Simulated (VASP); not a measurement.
Output of a VASP run:

OUTCAR:
```
 ion  position               nearest neighbor table
   1  0.000  0.000  0.000-
  LATTYP: Found a body centered cubic cell.
 ALAT       =     5.3616700000
 Subroutine PRICEL returns:
 Original cell was already a primitive cell.
 Subroutine GETGRP returns: Found 48 space group operations
The static configuration has the point symmetry O_h .
The dynamic configuration has the point symmetry O_h .
 Subroutine INISYM returns: Found 48 space group operations
 Subroutine IBZKPT returns following result:
 Found     72 irreducible k-points:

 Following reciprocal coordinates:
            Coordinates               Weight
  0.000000  0.000000  0.000000      1.000000
  0.083333  0.000000  0.000000     12.000000
  0.166667  0.000000  0.000000     12.000000
  0.250000  0.000000  0.000000     12.000000
  0.333333  0.000000  0.000000     12.000000
  0.416667  0.000000  0.000000     12.000000
  0.500000  0.000000  0.000000      6.000000
  0.083333  0.083333  0.000000     24.000000
  0.166667  0.083333  0.000000     48.000000
  0.250000  0.083333  0.000000     48.000000
  0.333333  0.083333 -0.000000     48.000000
  0.416667  0.083333  0.000000     48.000000
  0.166667  0.166667  0.000000     24.000000
  0.250000  0.166667  0.000000     48.000000
  0.333333  0.166667  0.000000     48.000000
  0.416667  0.166667  0.000000     24.000000
  0.250000  0.250000  0.000000     24.000000
  0.333333  0.250000  0.000000     48.000000
  0.333333  0.333333  0.000000      8.000000
  0.083333  0.083333  0.083333      8.000000
  0.166667  0.083333  0.083333     24.000000
  0.250000  0.083333  0.083333     24.000000
  0.333333  0.083333  0.083333     24.000000
  0.416667  0.083333  0.083333     12.000000
 -0.083333  0.083333  0.083333      6.000000
  0.166667  0.166667  0.083333     24.000000
  0.250000  0.166667  0.083333     48.000000
  0.333333  0.166667  0.083333     48.000000
 -0.166667  0.166667  0.083333     24.000000
  0.250000  0.250000  0.083333     24.000000
  0.333333  0.250000  0.083333     24.000000
 -0.250000  0.250000  0.083333     24.000000
 -0.166667  0.250000  0.083333     24.000000
 -0.333333  0.333333  0.083333     24.000000
 -0.250000  0.333333  0.083333     48.000000
 -0.416667  0.416667  0.083333     24.000000
 -0.333333  0.416667  0.083333     48.000000
 -0.250000  0.416667  0.083333     24.000000
  0.500000  0.500000  0.083333     12.000000
 -0.416667  0.500000  0.083333     48.000000
   k-points           NKPTS =     72   k-points in BZ     NKDIM =     72   number of bands    NBANDS=      8
   number of dos      NEDOS =    301   number of ions     NIONS =      1
   total plane-waves  NPLWV =  21952
   dimension x,y,z NGX =    28 NGY =   28 NGZ =   28
   dimension x,y,z NGXF=    56 NGYF=   56 NGZF=   56
   ions per type =               1
   PREC   = accura    normal or accurate (medium, high low for compatibility)
   ISTART =      0    job   : 0-new  1-cont  2-samecut
   ICHARG =      2    charge: 1-file 2-atom 10-const
   ISPIN  =      1    spin polarized calculation?
   LNONCOLLINEAR =      F non collinear calculations
   LSORBIT =      F    spin-orbit coupling
   INIWAV =      1    electr: 0-lowe 1-rand  2-diag
   ENCUT  =  300.0 eV  22.05 Ry    4.70 a.u.   6.56  6.56  6.56*2*pi/ulx,y,z
   NELM   =    100;   NELMIN=  2; NELMDL= -5     # of ELM steps
   EDIFF  = 0.1E-05   stopping-criterion for ELM
   LREAL  =      F    real-space projection
   NLSPLINE    = F    spline interpolate recip. space projectors
   LMAXMIX     =    2 max onsite mixed and CHGCAR
   VOSKOWN=      0    Vosko Wilk Nusair interpolation
   EDIFFG = 0.1E-04   stopping-criterion for IOM
   NSW    =      0    number of steps for IOM
   NBLOCK =      1;   KBLOCK =      1    inner block; outer block
   IBRION =     -1    ionic relax: 0-MD 1-quasi-New 2-CG
   NFREE  =      0    steps in history (QN), initial steepest desc. (CG)
...
```

File OSZICAR:
```
       N       E                     dE             d eps       ncg     rms          rms(c)
DAV:   1     0.260743416401E+02    0.26074E+02   -0.28505E+03  1232   0.563E+02
DAV:   2    -0.520063570185E+00   -0.26594E+02   -0.26436E+02  1176   0.163E+02
DAV:   3    -0.113815907232E+01   -0.61810E+00   -0.61727E+00  1952   0.208E+01
DAV:   4    -0.114419911924E+01   -0.60400E-02   -0.60381E-02  1712   0.171E+00
DAV:   5    -0.114424887250E+01   -0.49753E-04   -0.49753E-04  2032   0.104E-01    0.201E+00
DAV:   6    -0.114274457783E+01    0.15043E-02   -0.29284E-03  1888   0.414E-01    0.128E+00
DAV:   7    -0.114244265976E+01    0.30192E-03   -0.60189E-03  1768   0.567E-01    0.744E-02
DAV:   8    -0.114247171985E+01   -0.29060E-04   -0.35975E-04  1800   0.248E-01    0.278E-02
DAV:   9    -0.114248436483E+01   -0.12645E-04   -0.19461E-05  1824   0.365E-02    0.163E-02
DAV:  10    -0.114248481237E+01   -0.44754E-06   -0.17332E-06  1712   0.116E-02
   1 F= -.11424848E+01 E0= -.11291639E+01  d E =-.266418E-01
```

File OUTCAR:
```
------------------------ aborting loop because EDIFF is reached ----------------------------------------
  FORCE on cell =-STRESS in cart. coord.  units (eV):
  Direction    XX          YY          ZZ          XY          YZ          ZX
  --------------------------------------------------------------------------------------
  Total       -0.1705284     -0.1705284     -0.1705284     -0.0000000     -0.0000000     -0.0000000
  in kB       -3.5451699     -3.5451699     -3.5451699     -0.0000000     -0.0000000     -0.0000000
  external PRESSURE =      -3.5451699 kB  Pullay stress =       0.0000000 kB
  volume of cell :       77.07
      direct lattice vectors                 reciprocal lattice vectors
    -2.680835000  2.680835000  2.680835000     0.000000000  0.186509054  0.186509054
     2.680835000 -2.680835000  2.680835000     0.186509054  0.000000000  0.186509054
     2.680835000  2.680835000 -2.680835000     0.186509054  0.186509054  0.000000000
 POSITION                                       TOTAL-FORCE (eV/Angst)
 -----------------------------------------------------------------------------------
      0.00000      0.00000      0.00000        -0.000000     -0.000000     -0.000000
 -----------------------------------------------------------------------------------
    total drift:                               -0.000000     -0.000000     -0.000000
  FREE ENERGIE OF THE ION-ELECTRON SYSTEM (eV)
  ---------------------------------------------------
  free  energy   TOTEN  =        -1.1424848124 eV

  energy  without entropy=       -1.1158429944  energy(sigma->0) =       -1.12916390
```
(Selected blocks of OUTCAR.)

File POSCAR:
```
K
1
   -2.6808350000     2.6808350000     2.6808350000
    2.6808350000    -2.6808350000     2.6808350000
    2.6808350000     2.6808350000    -2.6808350000
K
1
Direct
  0.0000000000   0.0000000000   0.0000000000
```

**Question.** Write an INCAR and KPOINTS that could have produced this output.

**Answer.** One answer among several that fit: the input of the run itself, PBEsol GGA, plane waves, VASP's PBE PAW potentials (set 64).

File KPOINTS:
```
Regular mesh
0
Gamma
 12 12 12
```

**INCAR**
```
# general
SYSTEM = K
PREC   = Accurate
ENCUT  = 300
LREAL  = .FALSE.
LASPH  = .TRUE.

# electronic loop
EDIFF  = 1E-6   # SCF stop (eV)
NELM   = 100   # most electronic steps
ALGO   = Normal

# smearing
ISMEAR = -1   # Fermi-Dirac
SIGMA  = 0.1

# functional
GGA    = PS   # PBEsol

# ions
ISIF   = 2   # forces and stress, cell fixed

# output
LWAVE  = .FALSE.
LCHARG = .FALSE.
```

POTCAR, in this order: K_sv (PBE.64 set). Program: vasp_std.

At this cut-off the stress carries a Pulay error, which pulls relaxed volumes low.

The structure comes from a computed database's K entry; how it stands against other phases isn't given here. The cell was not relaxed at this level. The run is one of a series of settings (GGA = PS against the base run), some of them coarse on purpose.
